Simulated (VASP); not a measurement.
The system is Mo.

```
Mo
1.0
    -1.57342    1.57342    1.57342
     1.57342   -1.57342    1.57342
     1.57342    1.57342   -1.57342
Mo
1
Direct
  0.00000 0.00000 0.00000
```

| Property | Result |
| --- | --- |
| Program | VASP 6.6.1 |
| Task | relaxation of cell and atoms |
| Functional | PBEsol |
| Potentials or basis | VASP PAW PBE potentials, release 64 (Mo_sv) |
| Cutoff | 600 eV |
| k mesh | 16 × 16 × 16 |
| Occupations | methfessel-paxton, width 0.1 eV |
| Spin | no spin polarisation |

At the start: pressure -4.2 GPa; volume 15.58 Å³/atom.

Problem. Where does the relaxation end?

Solution. Over 3 steps the energy falls by 3.2 meV/atom and the volume is 15.35 Å³/atom (-1.5 %); space group Im-3m (No. 229, to 0.05 Å).

The path:
| step | energy change (eV) | largest force (eV/Å) | pressure (GPa) | volume (Å³) |
| --- | --- | --- | --- | --- |
| 1 | 0.0000 | 0.0000 | -4.22 | 15.58 |
| 2 | 0.0245 | 0.0000 | 13.81 | 14.67 |
| 3 | -0.0032 | 0.0000 | -0.06 | 15.35 |

Final structure:
```yaml
crystal:
  lattice:
    - [-1.56547, 1.56547, 1.56547]
    - [1.56547, -1.56547, 1.56547]
    - [1.56547, 1.56547, -1.56547]
  atoms:
    - { symbol: Mo, position: [0.00000, 0.00000, 0.00000] }
```

Caveat: the PAW data sets were made with another functional, which shifts forces and pressure a little.
